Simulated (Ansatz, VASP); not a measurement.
# Y3ZrC: VASP beside Ansatz

One calculation is typed for both programs; each brings its own data sets. How far apart do they land? The cell is generated by rule, not measured, and may not be a known phase. The cell is taken from a series of runs on this material, whose earlier steps may have relaxed, scaled, displaced or heated it; both programs get it as it stands.

Calculated with Ansatz 0.2.0; plane waves, with VASP 6.6.1 beside it; relaxation of cell and atoms at PBEsol.

The structure was built from a prototype and need not be the compound's stable phase.

## 1. Set-up

The structure is cubic, space group Pm-3m (No. 221). The conventional cell has a = 4.904 Å, b = 4.904 Å, c = 4.904 Å, α = 90.00°, β = 90.00°, γ = 90.00°. Nearest to Y lie 2 C at 2.45 Å and 4 Zr at 3.47 Å and 8 Y at 3.47 Å. Nearest to Zr lie 12 Y at 3.47 Å. Nearest to C lie 6 Y at 2.45 Å. Farther neighbours are not listed.

## 2. VASP: relaxation of cell and atoms, PBEsol

The relaxed volume is the usual yardstick between codes: in a stiff, nearly cubic crystal its relative difference is about their pressure difference at one cell divided by the bulk modulus.

Lines of VASP's logs that name or quote its potential files are left out, and so is its time.

File INCAR:

```
SYSTEM = Y3ZrC
PREC = Accurate
ENCUT = 600
EDIFF = 1E-07
NELM = 120
ISMEAR = 1
SIGMA = 0.2
LREAL = .FALSE.
ALGO = Normal
GGA = PS
NBANDS = 30
LASPH = .TRUE.
LORBIT = 11
LWAVE = .FALSE.
LCHARG = .FALSE.
ISIF = 3
IBRION = 2
NSW = 80
EDIFFG = -0.005
GGA_COMPAT = .FALSE.
NELMIN = 4
KPAR = 2
```

File POSCAR:

```
Y3ZrC
1.0
    4.9035440000      0.0000000000      0.0000000000
    0.0000000000      4.9035440000      0.0000000000
    0.0000000000      0.0000000000      4.9035440000
Y Zr C
3 1 1
Direct
    0.5000000000      0.0000000000      0.5000000000
    0.5000000000      0.5000000000      0.0000000000
    0.0000000000      0.5000000000      0.5000000000
    0.0000000000      0.0000000000      0.0000000000
    0.5000000000      0.5000000000      0.5000000000
```

File KPOINTS:

```
Automatic mesh
0
Gamma
8 8 8
0 0 0
```

Potentials, in the order of the species: Y_sv, Zr_sv and C (PBE family, release 64).

The run is started by

```console
$ mpirun -np 2 vasp_std
```

Numbers of over 12 decimals in the logs are rounded to 6 here.

The program printed:

```text
[banner, memory and clock lines left out]
running    2 mpi-ranks, on    1 nodes
 distrk:  each k-point on    1 cores,    2 groups
 distr:  one band on    1 cores,    1 groups

 POSCAR found type information on POSCAR Y ZrC
 POSCAR found :  3 types and       5 ions
|                                                                             |
|               ----> ADVICE to this user running VASP <----                  |
|                                                                             |
|     You enforced a specific xc type in the INCAR file but a different       |
|     [... a line on the potential file left out ...]
|     I HOPE YOU KNOW WHAT YOU ARE DOING!                                     |
|                                                                             |

 LDA part: xc-table for (Slater+PW92), standard interpolation
 POSCAR, INCAR and KPOINTS ok, starting setup
 FFT: planning ... GRIDC
 FFT: planning ... GRID_SOFT
 FFT: planning ... GRID
 WAVECAR not read
 entering main loop
       N       E                     dE             d eps       ncg     rms          rms(c)
DAV:   1     0.351968733812E+03    0.35197E+03   -0.26497E+04  2100   0.175E+03
DAV:   2    -0.113092462860E+02   -0.36328E+03   -0.35265E+03  2358   0.419E+02
DAV:   3    -0.438298029385E+02   -0.32521E+02   -0.31363E+02  3370   0.823E+01
DAV:   4    -0.458230143079E+02   -0.19932E+01   -0.19702E+01  3044   0.201E+01
DAV:   5    -0.458982425359E+02   -0.75228E-01   -0.75138E-01  3036   0.337E+00    0.510E+01
DAV:   6    -0.400752291588E+02    0.58230E+01   -0.56711E+01  2692   0.218E+01    0.332E+01
DAV:   7    -0.398944575098E+02    0.18077E+00   -0.21228E+01  2564   0.137E+01    0.312E+01
DAV:   8    -0.388135729704E+02    0.10809E+01   -0.55361E+00  2526   0.841E+00    0.447E+00
DAV:   9    -0.388366884326E+02   -0.23115E-01   -0.10802E+00  2886   0.332E+00    0.291E+00
DAV:  10    -0.388283485937E+02    0.83398E-02   -0.25295E-01  2632   0.181E+00    0.106E+00
DAV:  11    -0.388200243010E+02    0.83243E-02   -0.35372E-02  2818   0.729E-01    0.296E-01
DAV:  12    -0.388198927671E+02    0.13153E-03   -0.50617E-03  2788   0.257E-01    0.899E-02
DAV:  13    -0.388198688153E+02    0.23952E-04   -0.49412E-04  2714   0.843E-02    0.534E-02
DAV:  14    -0.388198659158E+02    0.28994E-05   -0.19388E-04  2824   0.465E-02    0.470E-02
DAV:  15    -0.388198558105E+02    0.10105E-04   -0.21372E-05  2768   0.154E-02    0.747E-03
DAV:  16    -0.388198553031E+02    0.50736E-06   -0.68021E-06  2310   0.789E-03    0.268E-03
DAV:  17    -0.388198552609E+02    0.42272E-07   -0.37875E-07  2090   0.221E-03
   1 F= -.38819855E+02 E0= -.38814428E+02  d E =-.388199E+02
 curvature:   0.00 expect dE= 0.000E+00 dE for cont linesearch  0.000E+00
 trial: gam= 0.00000 g(F)=  0.000E+00 g(S)=  0.382E-03 ort = 0.000E+00 (trialstep = 0.100E+01)
 search vector abs. value=  0.382E-03
 bond charge predicted
       N       E                     dE             d eps       ncg     rms          rms(c)
DAV:   1    -0.388232990436E+02   -0.34437E-02   -0.90703E-02  2392   0.193E+00    0.494E-01
DAV:   2    -0.388209218129E+02    0.23772E-02   -0.15204E-02  2426   0.666E-01    0.232E-01
DAV:   3    -0.388200313685E+02    0.89044E-03   -0.37346E-03  2948   0.239E-01    0.219E-01
DAV:   4    -0.388197499785E+02    0.28139E-03   -0.18225E-03  3018   0.191E-01    0.134E-01
DAV:   5    -0.388198282833E+02   -0.78305E-04   -0.35494E-04  2614   0.633E-02    0.108E-01
DAV:   6    -0.388198996427E+02   -0.71359E-04   -0.73764E-05  3114   0.348E-02    0.318E-02
DAV:   7    -0.388199210525E+02   -0.21410E-04   -0.83331E-05  3086   0.307E-02    0.119E-02
DAV:   8    -0.388199217549E+02   -0.70240E-06   -0.39093E-06  2472   0.793E-03    0.975E-03
DAV:   9    -0.388199267038E+02   -0.49489E-05   -0.35958E-06  2474   0.914E-03    0.740E-03
DAV:  10    -0.388199272571E+02   -0.55335E-06   -0.34553E-07  2064   0.324E-03    0.311E-03
DAV:  11    -0.388199273016E+02   -0.44442E-07   -0.38354E-08  1248   0.102E-03
   2 F= -.38819927E+02 E0= -.38814496E+02  d E =-.720407E-04
 trial-energy change:   -0.000072  1 .order   -0.000074   -0.000382    0.000234
 step:   0.6154(harm=  0.6203)  dis= 0.00000  next Energy=   -38.819972 (dE=-0.117E-03)
 bond charge predicted
       N       E                     dE             d eps       ncg     rms          rms(c)
DAV:   1    -0.388204703180E+02   -0.54306E-03   -0.13413E-02  2368   0.742E-01    0.190E-01
DAV:   2    -0.388201287725E+02    0.34155E-03   -0.22801E-03  2402   0.257E-01    0.891E-02
DAV:   3    -0.388199973193E+02    0.13145E-03   -0.55111E-04  2938   0.917E-02    0.844E-02
DAV:   4    -0.388199567344E+02    0.40585E-04   -0.26971E-04  2998   0.735E-02    0.509E-02
DAV:   5    -0.388199653506E+02   -0.86162E-05   -0.53952E-05  2574   0.246E-02    0.413E-02
DAV:   6    -0.388199715065E+02   -0.61560E-05   -0.10841E-05  3124   0.134E-02    0.127E-02
DAV:   7    -0.388199725834E+02   -0.10769E-05   -0.12667E-05  3086   0.119E-02    0.463E-03
DAV:   8    -0.388199726272E+02   -0.43799E-07   -0.57726E-07  2022   0.307E-03
   3 F= -.38819973E+02 E0= -.38814543E+02  d E =-.117366E-03
 curvature:  -0.31 expect dE=-0.830E-07 dE for cont linesearch -0.830E-07
 trial: gam=-0.02575 g(F)=  0.589E-68 g(S)=  0.268E-06 ort = 0.101E-04 (trialstep = 0.923E+00)
 search vector abs. value=  0.287E-09
 reached required accuracy - stopping structural energy minimisation
```

OUTCAR, selected parts (step 2):

```text
ion  position               nearest neighbor table
   1  0.500  0.000  0.500-   5 2.45   5 2.45   4 3.47   2 3.47   2 3.47   4 3.47   2 3.47   3 3.47
                             3 3.47   2 3.47   3 3.47   4 3.47   4 3.47   3 3.47
   2  0.500  0.500  0.000-   5 2.45   5 2.45   4 3.47   1 3.47   1 3.47   3 3.47   3 3.47   1 3.47
                             4 3.47   1 3.47   3 3.47   4 3.47   3 3.47   4 3.47
   3  0.000  0.500  0.500-   5 2.45   5 2.45   4 3.47   1 3.47   2 3.47   4 3.47   1 3.47   4 3.47
                             4 3.47   1 3.47   2 3.47   2 3.47   2 3.47   1 3.47
   4  0.000  0.000  0.000-   1 3.47   2 3.47   3 3.47   1 3.47   3 3.47   2 3.47   3 3.47   3 3.47
                             1 3.47   2 3.47   1 3.47   2 3.47
   5  0.500  0.500  0.500-   1 2.45   2 2.45   3 2.45   2 2.45   1 2.45   3 2.45

  LATTYP: Found a simple cubic cell.
 ALAT       =     4.9035440000

 Subroutine GETGRP returns: Found 48 space group operations
 (whereof 48 operations were pure point group operations)

The static configuration has the point symmetry O_h .

 Found     35 irreducible k-points:

   k-points           NKPTS =     35   k-points in BZ     NKDIM =     35   number of bands    NBANDS=     30

   dimension x,y,z NGX =    40 NGY =   40 NGZ =   40
   dimension x,y,z NGXF=    80 NGYF=   80 NGZF=   80

   ENCUT  =  600.0 eV  44.10 Ry    6.64 a.u.   9.79  9.79  9.79*2*pi/ulx,y,z

   NELECT =      49.0000    total number of electrons

 k-points in reciprocal lattice and weights: Automatic mesh
   0.00000000  0.00000000  0.00000000       0.002
   0.12500000  0.00000000  0.00000000       0.012
   0.25000000  0.00000000  0.00000000       0.012
   0.37500000  0.00000000  0.00000000       0.012
   0.50000000  0.00000000  0.00000000       0.006
   0.12500000  0.12500000  0.00000000       0.023
   0.25000000  0.12500000  0.00000000       0.047
   0.37500000  0.12500000  0.00000000       0.047
   0.50000000  0.12500000  0.00000000       0.023
[...]
0.50000000  0.50000000  0.37500000       0.012
   0.50000000  0.50000000  0.50000000       0.002

 average (electrostatic) potential at core
       1 -35.0804       2 -35.0804       3 -35.0804       4 -79.2194       5 -48.9890

 E-fermi :   4.4547

 k-point     1 :       0.0000    0.0000    0.0000
  band No.  band energies     occupation
    ...
     22       3.4129      2.00000
     23       3.4129      2.00000
     24       4.2695      2.03135
     25       4.2695      2.03135
     26       4.2695      2.03135
     27       6.2465     -0.00000
     28       6.2465     -0.00000
     29       6.2465     -0.00000
     30       8.1549     -0.00000

 k-point     2 :       0.1250    0.0000    0.0000
  band No.  band energies     occupation
    ...
     22       3.4161      2.00000
     23       3.4826      2.00000
     24       3.9551      2.00234
     25       4.3008      1.96369
     26       4.3008      1.96369
     27       6.0849     -0.00000
     28       6.2940     -0.00000
     29       6.2940     -0.00000
     30       7.6625     -0.00000

 k-point     3 :       0.2500    0.0000    0.0000
  band No.  band energies     occupation
    ...
     22       3.4090      2.00000
     23       3.4090      2.00000
     24       3.6858      2.00000
     25       4.4372      1.14738
     26       4.4372      1.14738
     27       5.6762     -0.00000
     28       6.2560     -0.00000
     29       6.2560     -0.00000
     30       6.6338     -0.00000

  Total       -0.0030401     -0.0030401     -0.0030401      0.0000000     -0.0000000     -0.0000000
  in kB       -0.0413957     -0.0413957     -0.0413957      0.0000000     -0.0000000     -0.0000000
  external PRESSURE =      -0.0413957 kB  Pullay stress =       0.0000000 kB

  energy-cutoff  :      600.00
  volume of cell :      117.66
      direct lattice vectors                 reciprocal lattice vectors
     4.900197374  0.000000000 -0.000000000     0.204073413 -0.000000000 -0.000000000
     0.000000000  4.900197374 -0.000000000    -0.000000000  0.204073413  0.000000000
     0.000000000 -0.000000000  4.900197374     0.000000000  0.000000000  0.204073413

 POSITION                                       TOTAL-FORCE (eV/Angst)
 -----------------------------------------------------------------------------------
      2.45010      0.00000      2.45010        -0.000000      0.000000      0.000000
      2.45010      2.45010     -0.00000         0.000000     -0.000000      0.000000
      0.00000      2.45010      2.45010        -0.000000      0.000000      0.000000
      0.00000      0.00000      0.00000         0.000000     -0.000000      0.000000
      2.45010      2.45010      2.45010        -0.000000      0.000000      0.000000
 -----------------------------------------------------------------------------------
    total drift:                               -0.000000     -0.000000     -0.000000

  FREE ENERGIE OF THE ION-ELECTRON SYSTEM (eV)
  ---------------------------------------------------
  free  energy   TOTEN  =       -38.8199726272 eV

  energy  without entropy=      -38.8036837537  energy(sigma->0) =      -38.81454300

 reached required accuracy - stopping structural energy minimisation

 total charge
# of ion       s       p       d       f       tot
--------------------------------------------------
    1        2.254   6.377   1.080   0.037   9.748
    2        2.254   6.377   1.080   0.037   9.748
    3        2.254   6.377   1.080   0.037   9.748
    4        2.228   5.919   1.603   0.000   9.750
    5        0.887   1.419   0.000   0.000   2.305
--------------------------------------------------
tot          9.876  26.469   4.842   0.112  41.298

[... 3 further parts left out ...]
```

CONTCAR:

```
Y3ZrC
   1.00000000000000
     4.9001973735148319    0.0000000000000000   -0.0000000000000000
     0.0000000000000000    4.9001973735148319   -0.0000000000000000
     0.0000000000000000   -0.0000000000000000    4.9001973735148319
  Y               Zr              C
     3     1     1
Direct
     0.5000000000000000    0.0000000000000000    0.5000000000000000
     0.5000000000000000    0.5000000000000000    0.0000000000000000
     0.0000000000000000    0.5000000000000000    0.5000000000000000
     0.0000000000000000    0.0000000000000000    0.0000000000000000
     0.5000000000000000    0.5000000000000000    0.5000000000000000
```

[end of part 1 of 2]

[Lines on the potential files, build, host, timing and source positions are cut from VASP's logs without a mark.]

[Logs are printed without paths, hosts, clocks, repeated set-up lines and the standing remarks that a program may print on its own settings, such as how far it seeks lower states.]

[Hosts, paths, dates, database ids (printed as entryN), source tags and the programs' standing remarks are cut or masked in the printed files.]
